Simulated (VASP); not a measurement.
# BeZn2Te3 (P6/mmm) in VASP: a series of runs, part 2 of 2

VASP 6.6.1. Earlier steps stand in the parts before.

### 3 Relaxation of cell and atoms, PBE

This run uses another cell than the first one, of 25.43 Å³/atom, 1.177 times its volume.

INCAR reads:

```
PREC = Normal
ENCUT = 520
EDIFF = 1E-4
ISMEAR = 0
SIGMA = 0.15
LREAL = False
LASPH = True
NELM = 60
ALGO = Fast
ISIF = 3
LWAVE = False
LCHARG = False
GGA = PE
IBRION = 2
NSW = 24
EDIFFG = -0.08
```

KPOINTS reads:

```
Automatic mesh
0
Gamma
  4 4 2
```

POSCAR reads:

```
BeZn2Te3
1.0
    4.1635190200      0.0000000000      0.0000000000
   -2.0817595100      3.6057132400      0.0000000000
    0.0000000000      0.0000000000     10.1622956000
Be Zn Te
1 2 3
Direct
    0.0000000000      0.0000000000      0.0000000000
    0.3333333300      0.6666666700      0.0000000000
    0.6666666700      0.3333333300      0.0000000000
    0.0000000000      0.0000000000      0.2886846200
    0.0000000000      0.0000000000      0.7113153800
    0.0000000000      0.0000000000      0.5000000000
```

Potentials or basis: VASP PAW PBE potentials, release 64 (Be, Zn, Te).

Run with:

```bash
$ cat potpaw_PBE.64/Be/POTCAR potpaw_PBE.64/Zn/POTCAR potpaw_PBE.64/Te/POTCAR > POTCAR
$ mpirun -np 1 vasp_std > vasp.out
```

OUTCAR:

```text
PREC = Normal
   ENCUT = 520
   EDIFF = 1E-4
   ISMEAR = 0
   LREAL = False
   LASPH = True
   NELM = 60
   ISIF = 3
   GGA = PE
   IBRION = 2
   NSW = 24
   EDIFFG = -0.08

 ion  position               nearest neighbor table
   1  0.000  0.000  0.000-   2 2.40   3 2.40   2 2.40   3 2.40   3 2.40   2 2.40   4 2.93   5 2.93

   2  0.333  0.667  0.000-   3 2.40   1 2.40   3 2.40   1 2.40   1 2.40   3 2.40
   3  0.667  0.333  0.000-   2 2.40   1 2.40   2 2.40   1 2.40   1 2.40   2 2.40
   4  0.000  0.000  0.289-   6 2.15   1 2.93
   5  0.000  0.000  0.711-   6 2.15   1 2.93
   6  0.000  0.000  0.500-   4 2.15   5 2.15

  LATTYP: Found a hexagonal cell.
 ALAT       =     4.1635190200
 C/A-ratio  =     2.4407948063

  Lattice vectors:

 A1 = (   4.1635190200,   0.0000000000,   0.0000000000)
 A2 = (  -2.0817595100,   3.6057132400,   0.0000000000)
 A3 = (   0.0000000000,   0.0000000000,  10.1622956000)

Analysis of symmetry for initial positions (statically):
=====================================================================
 Subroutine PRICEL returns:
 Original cell was already a primitive cell.

 Routine SETGRP: Setting up the symmetry group for a
 hexagonal supercell.

 Subroutine GETGRP returns: Found 24 space group operations
 (whereof 24 operations were pure point group operations)
 out of a pool of 24 trial point group operations.

The static configuration has the point symmetry D_6h.

Analysis of symmetry for dynamics (positions and initial velocities):
=====================================================================
 Subroutine PRICEL returns:
 Original cell was already a primitive cell.

 Routine SETGRP: Setting up the symmetry group for a
 hexagonal supercell.

 Subroutine GETGRP returns: Found 24 space group operations
 (whereof 24 operations were pure point group operations)
 out of a pool of 24 trial point group operations.

The dynamic configuration has the point symmetry D_6h.
[... 113 lines left out ...]
  Thomas-Fermi vector in A             =   2.217649
   LORBIT       =      0    0 simple, 1 ext, 2 COOP (PROOUT), +10 PAW based schemes
   GGA     = PE    functional components
   LHFCALC =     F    Hartree Fock is set to
   AEXX    =    0.0000 exact exchange contribution
   IVDW    =     0    specifies the selected vdW correction
   LEPSILON=     F    determine dielectric tensor
   LRPA    =     F    only Hartree local field effects (RPA)
 conjugate gradient relaxation of ions
 non-spin polarized calculation
 RMM-DIIS sequential band-by-band and
 Gauss-broadening in eV      SIGMA  =   0.15
  energy-cutoff  :      520.00
  volume of cell :      152.56
 maximum number of plane-waves:      4142
   NGX = 15   NGY = 15   NGZ = 37

--------------------------------------- Ionic step        1  -------------------------------------------

 number of electron      43.9999947 magnetization

 Free energy of the ion-electron system (eV)
  ---------------------------------------------------
  ext. energy  EPLUGINS =         0.00000000
  ---------------------------------------------------
  free energy    TOTEN  =        -6.41138417 eV

  energy without entropy =       -6.37316808  energy(sigma->0) =       -6.39227612

------------------------ aborting loop because EDIFF is reached ----------------------------------------

  FORCE on cell =-STRESS in cart. coord.  units (eV):
  Direction    XX          YY          ZZ          XY          YZ          ZX
  --------------------------------------------------------------------------------------
  -------------------------------------------------------------------------------------
  Total        0.6388848      0.6388848     70.6679809      0.0000000      0.0000000      0.0000000
  in kB        6.7094909      6.7094909    742.1466035      0.0000000      0.0000000      0.0000000
  external PRESSURE =     251.8551951 kB  Pullay stress =       0.0000000 kB
[... 101 lines left out ...]
  FREE ENERGIE OF THE ION-ELECTRON SYSTEM (eV)
  ---------------------------------------------------
  free  energy   TOTEN  =       -10.7852530616 eV

  energy  without entropy=      -10.6929284321  energy(sigma->0) =      -10.73909075

[... ionic steps 4 to 13 ...]

--------------------------------------- Ionic step       14  -------------------------------------------

 number of electron      43.9999904 magnetization

------------------------ aborting loop because EDIFF is reached ----------------------------------------
[... 75 lines left out ...]
--------------------------------------- Ionic step       16  -------------------------------------------

 number of electron      43.9999904 magnetization

 Free energy of the ion-electron system (eV)
  ---------------------------------------------------
  ext. energy  EPLUGINS =         0.00000000
  ---------------------------------------------------
  free energy    TOTEN  =       -13.80276791 eV

  energy without entropy =      -13.77245644  energy(sigma->0) =      -13.78761217

 E-fermi :   3.3853     XC(G=0):  -8.9620

 val. band max:        3.2555483544   @ k =   0.2500   0.2500   0.0000
 cond. band min:       3.4302644399   @ k =   0.5000   0.0000   0.0000
 fundamental gap:      0.1747160856
 Fermi energy:         3.3852605644

 k-point     1 :       0.0000    0.0000    0.0000
  band No.  band energies     occupation
      1      -8.7346      2.00000
      2      -7.8015      2.00000
      3      -6.8581      2.00000
      4      -4.7897      2.00000
      5      -4.1065      2.00000
      6      -4.1065      2.00000
[... 254 lines left out ...]
  FREE ENERGIE OF THE ION-ELECTRON SYSTEM (eV)
  ---------------------------------------------------
  free  energy   TOTEN  =       -13.8027679091 eV

  energy  without entropy=      -13.7724564372  energy(sigma->0) =      -13.78761217

 reached required accuracy - stopping structural energy minimisation
```

OSZICAR:

```text
N       E                     dE             d eps       ncg     rms          rms(c)
DAV:   1     0.283299711946E+03    0.28330E+03   -0.19581E+04   416   0.169E+03
DAV:   2     0.179195868395E+02   -0.26538E+03   -0.26005E+03   438   0.346E+02
DAV:   3    -0.673341768404E+01   -0.24653E+02   -0.24225E+02   510   0.107E+02
[... 159 lines left out ...]
DAV:   1    -0.138062970246E+02   -0.63364E-02   -0.25491E-01   422   0.416E+00    0.628E-01
RMM:   2    -0.138033884001E+02    0.29086E-02   -0.31736E-02   419   0.166E+00    0.224E-01
RMM:   3    -0.138029710363E+02    0.41736E-03   -0.24231E-03   421   0.413E-01    0.112E-01
RMM:   4    -0.138027852040E+02    0.18583E-03   -0.63490E-04   348   0.162E-01    0.503E-02
RMM:   5    -0.138027679091E+02    0.17295E-04   -0.16781E-04   226   0.116E-01
  16 F= -.13802768E+02 E0= -.13787612E+02  d E =-.425791E-01
```

Run time: 3.7 min. Hardware: 1 thread of Intel Xeon Platinum 8488C (Sapphire Rapids), shared host; peak memory 0.21 GiB.

Results:

| Quantity | Value |
| --- | --- |
| Free energy | -13.8028 eV |
| Relaxed volume | 27.12 Å³/atom |
| Relaxed cell | a = 4.217 Å, b = 4.217 Å, c = 10.568 Å, α = 90.00°, β = 90.00°, γ = 120.00° |
| Space group after relaxing (to 0.05 Å) | P6/mmm (No. 191) |
| Energy gained by relaxing | 1231.9 meV/atom |
| Ionic steps | 16 |
| Pressure after relaxing | 0.1 GPa |
| Largest force after relaxing | 0.029 eV/Å |
| Band gap on the k mesh | none (metal or under the smearing width) |

Forces on the atoms (eV/Å):
```
Be   0.000  0.000  0.000
Zn   0.000  0.000  0.000
Zn   0.000  0.000  0.000
Te   0.000  0.000  0.029
Te   0.000  0.000 -0.029
Te   0.000  0.000  0.000
```

Step by step:
```csv
step,energy change (eV),largest force (eV/Å),pressure (GPa),volume (Å³)
1,0.0000,17.3135,25.19,152.56
2,-4.1843,0.6274,-4.87,241.71
3,-4.3739,0.6057,-4.74,236.15
4,-4.4916,0.5750,-4.81,231.65
5,-5.5818,0.0344,-4.73,191.93
6,-6.9485,0.5501,-2.11,172.20
7,-6.7958,2.4807,2.30,162.37
8,-6.9923,0.8563,-1.15,169.65
9,-6.9967,1.0685,-0.60,168.33
10,-6.9968,1.0150,-0.77,168.65
11,-7.1530,0.9763,-0.90,166.30
12,-7.3271,0.4020,2.44,159.05
13,-7.3469,0.6820,1.02,161.22
14,-7.3488,0.6232,0.85,160.73
15,-7.3886,0.1739,-0.08,163.28
16,-7.3914,0.0294,0.08,162.74
```

Final structure:
```
Be Zn Te
1.0
     4.21686    0.00000    0.00000
    -2.10843    3.65191    0.00000
     0.00000    0.00000   10.56776
Be Zn Te
1 2 3
Direct
  0.00000 0.00000 0.00000
  0.33333 0.66667 0.00000
  0.66667 0.33333 0.00000
  0.00000 0.00000 0.23551
  0.00000 0.00000 0.76449
  0.00000 0.00000 0.50000
```

Levels at points of the mesh, in eV from the Fermi level:
| k point | band 20 | band 21 | band 22 | band 23 | band 24 | band 25 |
| --- | --- | --- | --- | --- | --- | --- |
| (0.00, 0.00, 0.00) | 0.10 | 0.76 | 0.76 | 0.81 | 2.60 | 2.60 |
| (0.50, 0.00, 0.00) | -0.65 | -0.55 | -0.54 | 0.05 | 1.44 | 1.90 |
| (0.00, 0.00, 0.50) | -0.36 | 1.25 | 1.25 | 2.47 | 2.60 | 2.70 |
| (0.50, 0.00, 0.50) | -1.65 | -1.58 | -1.25 | 0.63 | 0.69 | 1.66 |

Caveat: the k mesh is coarse (spacing up to 0.44 Å⁻¹), so the values aren't converged; the relaxation stopped at a loose force limit of 0.08 eV/Å, so its end isn't a converged minimum.

### 4 Relaxation of cell and atoms, PBE

This run uses another cell than the first one, of 25.45 Å³/atom, 1.178 times its volume.

INCAR is that of step 3.

KPOINTS reads:

```
Automatic mesh
0
Gamma
  3 3 3
```

POSCAR reads:

```
BeZn2Te3
1.0
    3.7685465300     -4.4527954000      0.0000000000
    3.7685465300      4.4527954000      0.0000000000
    0.0000000000      0.0000000000      4.5490166000
Be Zn Te
1 2 3
Direct
    0.5000000000      0.5000000000      0.0000000000
    0.5000000000      0.5000000000      0.5000000000
    0.0000000000      0.0000000000      0.0000000000
    0.7179822600      0.2820177400      0.5000000000
    0.2820177400      0.7179822600      0.5000000000
    0.0000000000      0.0000000000      0.5000000000
```

Run with:

```bash
$ cat potpaw_PBE.64/Be/POTCAR potpaw_PBE.64/Zn/POTCAR potpaw_PBE.64/Te/POTCAR > POTCAR
$ mpirun -np 1 vasp_std > vasp.out
```

Wall time 5.2 min (1 thread of Intel Xeon Platinum 8488C (Sapphire Rapids), shared host); peak memory 0.21 GiB.

It converged, with:

```yaml
Free_energy: -12.5987 eV
Relaxed_volume: 29.70 Å³/atom
Relaxed_cell: a = 6.705 Å, b = 6.705 Å, c = 5.059 Å, α = 90.00°, β = 90.00°, γ = 128.42°
Space_group_after_relaxing_to_0.05_Å: Cmmm (No. 65)
Energy_gained_by_relaxing: 1628.2 meV/atom
Ionic_steps: 22
Pressure_after_relaxing: 0.1 GPa
Largest_force_after_relaxing: 0.068 eV/Å
Band_gap_on_the_k_mesh: none (metal or under the smearing width)
```

Forces in eV/Å, atoms in the order of the input:
```
Be   0.000  0.000  0.000
Zn   0.000  0.000  0.000
Zn   0.000  0.000  0.000
Te   0.000  0.068  0.000
Te   0.000 -0.068  0.000
Te   0.000  0.000  0.000
```

Stress tensor (GPa, compression positive):
```
 0.16  0.00  0.00
 0.00  0.06  0.00
 0.00  0.00 -0.06
```

Step by step:
```
step  energy change (eV)  largest force (eV/Å)  pressure (GPa)  volume (Å³)
   1              0.0000                9.6478           36.29       152.67
   2             -6.5900                0.5044           -4.88       296.54
   3             82.7199                0.8966            2.31       212.81
   4             -7.8439                1.0381           -0.44       221.20
   5             -8.3889                0.9303           -0.50       217.55
   6             -8.4053                1.0231            0.05       215.10
   7             -8.6557                0.7557           -1.45       217.51
   8             -8.7567                0.5360           -2.44       219.44
   9             -9.0282                0.4653           -2.29       207.11
  10             -9.5261                0.4907            1.81       171.63
  11             -9.5922                0.3429            2.94       167.15
  12             -9.6004                0.3768            2.19       168.20
  13             -9.6849                0.3680            1.64       172.43
  14             -9.7222                0.3305           -0.69       182.64
  15             -9.7311                0.3392           -0.04       180.13
  16             -9.7307                0.3394           -0.50       180.37
  17             -9.7396                0.3102           -0.17       178.94
  18             -9.7475                0.2359            0.92       175.88
  19             -9.7468                0.2626            0.38       176.80
  20             -9.7472                0.2535            0.56       176.48
  21             -9.7549                0.2082            0.46       176.91
  22             -9.7690                0.0683            0.05       178.18
```

Final structure:
```cif
data_structure
_symmetry_space_group_name_H-M 'P 1'
_symmetry_Int_Tables_number 1
_cell_length_a 6.7049
_cell_length_b 6.7049
_cell_length_c 5.0590
_cell_angle_alpha 90.000
_cell_angle_beta 90.000
_cell_angle_gamma 128.424
_cell_volume 178.18
loop_
_atom_site_label
_atom_site_type_symbol
_atom_site_fract_x
_atom_site_fract_y
_atom_site_fract_z
_atom_site_occupancy
Be1 Be 0.50000 0.50000 0.00000 1
Zn1 Zn 0.50000 0.50000 0.50000 1
Zn2 Zn 0.00000 0.00000 0.00000 1
Te1 Te 0.72220 0.27780 0.50000 1
Te2 Te 0.27780 0.72220 0.50000 1
Te3 Te 0.00000 0.00000 0.50000 1
```

Levels at points of the mesh, in eV from the Fermi level:
| k point | band 20 | band 21 | band 22 | band 23 | band 24 | band 25 |
| --- | --- | --- | --- | --- | --- | --- |
| (0.00, 0.00, 0.00) | -2.14 | -0.17 | 0.33 | 0.50 | 0.87 | 1.37 |

Caveat: the k mesh is coarse (spacing up to 0.46 Å⁻¹), so the values aren't converged; the volume moved by over 15 % at a fixed basis, so the end points are rough; the relaxation stopped at a loose force limit of 0.08 eV/Å, so its end isn't a converged minimum.

### 5 Overview

```tsv
k mesh	gap on the mesh (eV)	pressure (GPa)	relaxed volume (Å³/atom)	largest force (eV/Å)
3 × 3 × 4	none	-0.2	28.55	-
4 × 4 × 2	none	0.1	27.12	0.03
3 × 3 × 3	none	0.1	29.70	0.07
```

Alike in all rows: task relaxation of cell and atoms; level PBE; potentials or basis VASP PAW PBE potentials, release 64 (Be, Zn, Te); no spin polarisation; cell relaxed; cutoff (eV) 520; smearing gaussian 0.15 eV; the mesh is coarse, so values aren't converged.

Caveats: all runs use coarse meshes; the relaxation stopped at a loose force limit of 0.08 eV/Å, so its end isn't a converged minimum; the volume moved by over 15 % at a fixed basis, so the end points are rough (some runs).

Absolute energies hang on the potentials; compare differences alone.
